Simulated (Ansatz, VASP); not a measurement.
# Cross-check of AlNi between VASP and Ansatz

Aim: how closely do two programs agree when they are given the same cell, functional and k mesh? The cell is taken from a series of runs on this material, whose earlier steps may have relaxed, scaled, displaced or heated it; both programs get it as it stands.

Main program and level: Ansatz 0.2.0; plane waves, with VASP 6.6.1 beside it; PBEsol.

### Step 1. Set-up

The structure is orthorhombic, space group Cmmm (No. 65). The conventional cell has a = 4.064 Å, b = 4.209 Å, c = 2.792 Å, α = 90.00°, β = 90.00°, γ = 90.00°. Nearest to Al lie 8 Ni at 2.47 to 2.53 Å. Ni has 8 Al at 2.47 to 2.53 Å nearest. Farther neighbours are not listed.

### Step 2. Ansatz: zone-centre phonons, PBEsol

Ansatz runs on its PAW soft_1 files.

Second derivatives magnify differences that forces hide, and they need a tight electronic threshold.

Input file input.yaml:

```yaml
crystal:
  lattice:
    - [2.9250838658, 0.0511247837, 0.0]
    - [0.0511247837, 2.9250838658, 0.0]
    - [0.0, 0.0, 2.7923783715]
  atoms:
    - { symbol: Al, position: [0.0, 0.0, 0.0] }
    - { symbol: Ni, position: [0.5, 0.5, 0.5] }
kpoints:
  mp_grid: { grid: [16, 16, 16] }
hamiltonian:
  xc: pbesol
  pseudopotentials: { kind: paw, azcp: { folder: soft_1 }, xc_functional: pbe }
scf:
  occupations: { method: methfessel_paxton, width: 0.2 }
output:
  eigenvalues: true
phonons:
  method: dfpt
```

Command:

```sh
ansatz run input.yaml --threads 4 --pin off --max-ram 10240MiB --backend cpu --events-out ev --progress --plain --runs-dir out
```

Numbers of over 12 decimals in the logs are rounded to 6 here.

What it wrote:

```text
zone centre: on kpoints.mp_grid the ground state, and the responses unless they are solved on pairs of k-points, stand on 1170 of the mesh's 4096 k-points, reduced under 4 symmetry operations, with k and −k counted as one. Each operation leaves every solved displacement unchanged or reverses it
Engine: ansatz 0.2.0, x86_64-unknown-linux-gnu
Pseudopotentials: kind: paw
Pseudopotential: Al, paw, valence charge 3, recommended cutoff 420 eV (normal), soft_1/Al.paw.azcp
Pseudopotential: Ni, paw, valence charge 18, recommended cutoff 420 eV (normal), soft_1/Ni.paw.azcp
Functional definition: PBEsol
  exchange = pbesol_x
  correlation = pbesol_c
Crystal: 2 atoms, lattice volume = 23.885 Å³
Basis set: ecut = 420 eV, 469 PW (Γ), exchange–correlation on 40×40×40 points (8 copies of the dense FFT grid, shifted against one another)
Bands: 15, of which v1, the nominal top of the filled ones, is band 11 counted from 1 (10 counted from 0)
Symmetry: 8 space group operations
k-points: 1170 of 4096 (irreducible under 4 space group operations)
Non-local potential: Al, projectors of the file, l = 0: 2, l = 1: 2, l = 2: 1
Non-local potential: Ni, projectors of the file, l = 0: 3, l = 1: 2, l = 2: 3, l = 3: 1
PAW form: soft (Blöchl's): semilocal exchange-correlation on the pseudo side does not see the compensation charge
PAW frozen core: Al, regenerated for the run's functional, and the local potential with it (the file was generated under x = pbe(κ = 0.804, μ = 0.219515), c = pbe(β = 0.066725))
PAW frozen core: Ni, regenerated for the run's functional, and the local potential with it (the file was generated under x = pbe(κ = 0.804, μ = 0.219515), c = pbe(β = 0.066725))
PAW one-centre angular grid: Al, 110 points (default); XC on 64 Gauss nodes
PAW one-centre angular grid: Ni, 590 points (default); XC on 64 Gauss nodes
Initial density: superposition of atomic densities (chi_scale 0.1, normalization cell, long waves kept (reshape's long-wave potential 0.00 eV rms))
Initial wavefunctions: pseudopotential atomic-orbital guess
Functional: x = pbesol(κ = 0.804, μ = 0.123457), c = pbesol(β = 0.046)
SCF iter   1: F=—  HF=-6331.222525 eV  |F-HF|=—  |Δ(HF+E_count)|=         —  Δρ=8.08e-2  dr2=1.56e0  ethr=3.10e-3  ⟨swp⟩=4.1  Hψ=77723  notcnv=0
preconditioner: auto → none  [metal: Δε(μ)=0.010 eV  Ē_g=10.134 eV  σ=0.200 eV  W_gap=0.04  n_scr=6 (ndim 8)  ℏωp=27.4 eV  f_vac=0.000  D(μ)=0.71/eV (n_scr^D=6)  sad-step TF]
SCF iter   2: F=—  HF=-6331.064204 eV  |F-HF|=—  |Δ(HF+E_count)|=   1.58e-1  S|Δr|=    0.00e0  Δρ=5.92e-2  dr2=9.10e-1  ethr=3.10e-3  ⟨swp⟩=2.0  Hψ=31515  notcnv=0  defer=246
SCF iter   3: F=—  HF=-6330.869204 eV  |F-HF|=—  |Δ(HF+E_count)|=   1.95e-1  S|Δr|=    0.00e0  Δρ=2.37e-2  dr2=1.19e-1  ethr=3.10e-3  ⟨swp⟩=2.0  Hψ=22235  notcnv=0  defer=246
SCF iter   4: F=—  HF=-6330.849340 eV  |F-HF|=—  |Δ(HF+E_count)|=   1.99e-2  S|Δr|=    0.00e0  Δρ=5.26e-3  dr2=3.86e-3  ethr=5.66e-4  ⟨swp⟩=2.0  Hψ=30778  notcnv=0  defer=229
SCF iter   5: F=—  HF=-6330.849147 eV  |F-HF|=—  |Δ(HF+E_count)|=   1.94e-4  S|Δr|=    0.00e0  Δρ=4.57e-4  dr2=2.16e-5  ethr=1.84e-5  ⟨swp⟩=2.2  Hψ=23736  notcnv=0  defer=226
SCF iter   6: F=—  HF=-6330.849138 eV  |F-HF|=—  |Δ(HF+E_count)|=   9.30e-6  S|Δr|=    0.00e0  Δρ=8.92e-5  dr2=1.04e-6  ethr=1.03e-7  ⟨swp⟩=2.0  Hψ=29682  notcnv=0  defer=226
SCF iter   7: F=—  HF=-6330.849142 eV  |F-HF|=—  |Δ(HF+E_count)|=   4.74e-6  S|Δr|=    0.00e0  Δρ=1.33e-5  dr2=3.14e-8  ethr=4.95e-9  ⟨swp⟩=2.3  Hψ=25282  notcnv=0  defer=226
SCF iter   8: F=—  HF=-6330.849142 eV  |F-HF|=—  |Δ(HF+E_count)|=   4.91e-9  S|Δr|=    0.00e0  Δρ=1.51e-6  dr2=3.70e-10  ethr=1.50e-10  ⟨swp⟩=1.6  Hψ=21895  notcnv=0  defer=226
SCF iter   9: F=-6330.849142 eV  HF=-6330.849142 eV  |F-HF|=0.00e0  |Δ(HF+E_count)|=  6.18e-11  S|Δr|=    0.00e0  Δρ=6.56e-8  dr2=7.63e-13  ethr=1.00e-12  ⟨swp⟩=5.0  Hψ=83327  notcnv=0
the search or the solves at the SCF's close seem to have found levels that the self-consistency loop had missed (the run counts 1). By its estimate they hold under 1e-12 electrons; where the run keeps them, the occupations were computed again with them
SCF 1 converged in 9 iterations: F = -6330.849142 eV  dr2 = 7.63e-13
  greatest PAW one-centre occupation: 1.001 electrons in one spin orbital (limit 2), on the Ni atom at site 1 (counted from 0), in its partial waves of l = 1
DFPT response loops at Γ: preconditioner auto → Kerker (q_TF=auto, 2.670 Å⁻¹) (partly filled bands, converged f_vac=0.000); β = 1.00, the filter's whole step (`scf.mixing.beta` (0.50) is not read by the response loops under this deck's `scf.mixing.preconditioner`; to damp them name `kerker` or `kerker_dos`, under which they read `scf.mixing.beta`, and type it under 1.00, their step now; both keys bind the ground state too); Broyden in place of MSR1
SCF converged after 9 iterations
Stability not checked: this state was not tested for a lower state beside it, because cold or Methfessel-Paxton smearing, or corrected tetrahedra, fill the levels in a way that the test cannot read (fill_not_monotonic; see scf.lower_state_search)
Free energy (F): -6330.849142 eV
Harris-Foulkes:  -6330.849142 eV  (|F-HF|=0.00e0)
Internal energy: -6330.849119 eV  (E = F + TS)
E sigma→0 (E₀):  -6330.849136 eV
Entropy (-TS):   -0.000024 eV (-0.012 meV/atom)
Fermi energy:    13.761792 eV
--- Per-component energies (eV) ---
  E_band       = -339.460829
  E_kinetic    = 368.393476
  E_local      = -3747.570666  (includes V_loc(G=0)·N_el)
  E_nonlocal   = -105.522004
  E_hartree    = 1963.205569
  E_xc         = -151.420224
  E_vxc        = -177.143201  (∫ρ·V_xc dr)
  E_paw        = -2080.752761  (= ΣΔE_a)
  E_vpaw       = -604.030491  (= ΣTr[D̂ρ^β])
  E_aug_tail   = 0.000898  (compensation charges beyond the density's cutoff)
  E_ewald      = -2577.399836
  E_core_change = 0.216428  (= ΣΔE_core)
  E_smearing   = -0.000024  (= −TS)
  E_closure    = -0.000000  (closes the sum)
  Σ components = -6330.849142   (vs F -6330.849142, Δ=0.00e0)
--- Band table (eV; the first three rows and the last of 1170) ---
  k-point 0: bands = [... 7 lower, 12.1315, 12.2288, 12.3185, 18.5744, 18.8244, 20.3735, 21.7007, 21.9651]
  k-point 1: bands = [... 7 lower, 12.1360, 12.1879, 12.2807, 18.6802, 18.9257, 19.3730, 21.7098, 22.7623]
  k-point 2: bands = [... 7 lower, 12.0759, 12.1488, 12.1768, 17.8380, 18.9873, 19.2208, 21.7368, 23.7207]
  k-point 1169: bands = [... 7 lower, 12.7290, 12.8404, 15.4649, 15.6999, 15.9152, 17.5731, 17.8876, 18.2207]
--- Phonons (Γ-DFPT): 4 representative perturbations + reference, on 1170 of 4096 k-points (Σ response iterations 12) ---
  k mesh reduced under 4 symmetry operations, with k and −k counted as one. Each operation leaves every solved displacement unchanged or reverses it
  ASR residual: 4.606e-5 → 0.000e0 eV/Å²; symmetrization residual: 3.950e-7 eV/Å²
  ASR residual per site (eV/Å²): 1.70e-5 4.61e-5
  Γ frequencies (cm⁻¹): 0.00 0.00 0.00 264.64 290.00 315.47
  non-analytic LO–TO correction: not included (Born effective charges unavailable; polar crystals: no LO–TO splitting at Γ)
```

Reading the cycles: dr2 is the Hartree energy of the density residual (eV), the measure of convergence; HF is the Harris–Foulkes estimate of the energy, which meets the free energy F at convergence.

(Continued in part 2 of 2.)

[Lines on the potential files, build, host, timing and source positions are cut from VASP's logs without a mark.]

[Logs are printed without paths, hosts, clocks, repeated set-up lines and the standing remarks that a program may print on its own settings, such as how far it seeks lower states.]

[Hosts, paths, dates, database ids (printed as entryN), source tags and the programs' standing remarks are cut or masked in the printed files.]
